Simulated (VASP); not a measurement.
Data:

```yaml
crystal:
  lattice:
    - [6.23068, 0.00000, 0.00000]
    - [0.00000, 6.23068, 0.00000]
    - [0.00000, 0.00000, 6.23068]
  atoms:
    - { symbol: Cs, position: [0.00000, 0.00000, 0.00000] }
    - { symbol: Sn, position: [0.50000, 0.50000, 0.50000] }
    - { symbol: I, position: [0.50000, 0.00000, 0.50000] }
    - { symbol: I, position: [0.00000, 0.50000, 0.50000] }
    - { symbol: I, position: [0.50000, 0.50000, 0.00000] }
```

The numbers are results of SCAN meta-GGA, VASP's PBE PAW potentials (set 64) (plane waves; VASP), not measurements. Numerical set-up: 520 eV cut-off, 4×4×4 Γ-centred mesh, tetrahedra with Blöchl corrections, potentials Cs_sv Sn_d I.

Unless said otherwise, spin-orbit coupling is left out, though it shifts the bands of the heavy elements here.

Task: Give the energies of bands 13 to 25 at the high-symmetry points, in eV from the valence-band maximum.

Result: 
```json
[
 {"band": "13", "Γ": "-6.54", "X": "-7.44", "M": "-8.18", "R": "-8.87"},
 {"band": "14", "Γ": "-4.84", "X": "-4.72", "M": "-4.56", "R": "-3.40"},
 {"band": "15", "Γ": "-4.84", "X": "-4.72", "M": "-3.56", "R": "-3.40"},
 {"band": "16", "Γ": "-4.84", "X": "-3.17", "M": "-2.82", "R": "-3.40"},
 {"band": "17", "Γ": "-2.46", "X": "-2.69", "M": "-2.82", "R": "-2.58"},
 {"band": "18", "Γ": "-2.46", "X": "-2.69", "M": "-2.75", "R": "-2.58"},
 {"band": "19", "Γ": "-2.46", "X": "-2.61", "M": "-2.75", "R": "-1.86"},
 {"band": "20", "Γ": "-2.30", "X": "-2.42", "M": "-2.59", "R": "-1.86"},
 {"band": "21", "Γ": "-2.30", "X": "-2.42", "M": "-1.87", "R": "-1.86"},
 {"band": "22", "Γ": "-2.30", "X": "-1.62", "M": "-0.80", "R": "0.00"},
 {"band": "23", "Γ": "2.61", "X": "1.16", "M": "0.86", "R": "0.45"},
 {"band": "24", "Γ": "3.45", "X": "4.15", "M": "0.86", "R": "0.45"},
 {"band": "25", "Γ": "3.45", "X": "4.28", "M": "4.22", "R": "0.45"}
]
```

The gap is direct, 0.45 eV, from the valence maximum at R to the conduction minimum at R.

The compound is CsSnI3 in the cubic perovskite structure, the ideal cubic form; the compound distorts at low or room temperature. It was relaxed first.
